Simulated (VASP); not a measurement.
A convergence study with VASP on SrVO$_{3}$ (cubic perovskite): one setting is varied, all else stays as given below, so the limit is that of these other settings.

```
CELL_PARAMETERS angstrom
      3.84000     0.00000     0.00000
      0.00000     3.84000     0.00000
      0.00000     0.00000     3.84000
ATOMIC_POSITIONS crystal
  Sr 0.00000 0.00000 0.00000
  V  0.50000 0.50000 0.50000
  O  0.50000 0.00000 0.50000
  O  0.00000 0.50000 0.50000
  O  0.50000 0.50000 0.00000
```

Computed with PBE GGA, VASP's PBE PAW potentials (set 64) (plane waves; VASP). The tightest run used: 700 eV cut-off, 17×17×17 Γ-centred mesh, tetrahedra with Blöchl corrections, potentials Sr_sv V_sv O.

```json
[
 {"setting": "3×3×3 mesh", "E (eV/atom)": "-7.8584", "pressure (GPa)": "3.01", "irreducible k-points": "4"},
 {"setting": "4×4×4 mesh", "E (eV/atom)": "-7.8430", "pressure (GPa)": "3.46", "irreducible k-points": "10"},
 {"setting": "5×5×5 mesh", "E (eV/atom)": "-7.8488", "pressure (GPa)": "3.37", "irreducible k-points": "10"}
]
```

### Question
These are the cheaper rows. Estimate the results at 17×17×17 mesh, and how far the last row shown lies from them.

### Answer

```tsv
quantity	tightest run	last row shown is off by
E (eV/atom)	-7.8571	0.0083
pressure (GPa)	3.21	0.16
```

Left out are rungs that failed or repeat a setting and relaxations that didn't move; long series are thinned to 24 rows.

The compound is SrVO3 in the cubic perovskite structure. The cell was not relaxed at this level. The run is not spin-polarised, so no magnetic state was tried. The electron count is odd and the run is not spin-polarised, which forces a metal.
